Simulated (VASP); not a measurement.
Input:

```
CELL_PARAMETERS angstrom
      4.04733     0.00000     0.00000
     -2.02366     3.50509     0.00000
      0.00000     0.00000    18.05206
ATOMIC_POSITIONS crystal
  In 0.00000 0.00000 0.57739
  In 0.00000 0.00000 0.42261
  In 0.33333 0.66667 0.92261
  In 0.33333 0.66667 0.07739
  Se 0.66667 0.33333 0.85300
  Se 0.66667 0.33333 0.14700
  Se 0.33333 0.66667 0.64702
  Se 0.33333 0.66667 0.35298
```

Method: LDA (Ceperley-Alder, Perdew-Zunger), VASP's LDA PAW potentials (set 64) (plane waves; VASP 6.6.1). Numerical set-up: 300 eV cut-off, 5×5×1 Γ-centred mesh, Fermi-Dirac smearing of 0.010 eV, potentials In_d Se.

At this cut-off the stress carries a Pulay error, which pulls relaxed volumes low.

Problem. Give the force on each atom (eV/Å).

Solution. 
```json
[
 {"atom": "In1", "Fx": "0.000", "Fy": "0.000", "Fz": "-0.035"},
 {"atom": "In2", "Fx": "0.000", "Fy": "0.000", "Fz": "0.035"},
 {"atom": "In3", "Fx": "0.000", "Fy": "0.000", "Fz": "0.038"},
 {"atom": "In4", "Fx": "0.000", "Fy": "0.000", "Fz": "-0.038"},
 {"atom": "Se5", "Fx": "0.000", "Fy": "0.000", "Fz": "0.129"},
 {"atom": "Se6", "Fx": "0.000", "Fy": "0.000", "Fz": "-0.129"},
 {"atom": "Se7", "Fx": "0.000", "Fy": "0.000", "Fz": "-0.129"},
 {"atom": "Se8", "Fx": "0.000", "Fy": "0.000", "Fz": "0.129"}
]
```

Problem. Give the stress tensor in GPa (positive for a compressed cell).

Solution. 
```
-2.39   0.00   0.00
 0.00  -2.39   0.00
 0.00   0.00  -2.23
```
The pressure is its mean diagonal, -2.34 GPa.

The structure comes from a computed database's InSe entry (P-6m2); how it stands against other phases isn't given here. The cell was not relaxed at this level.
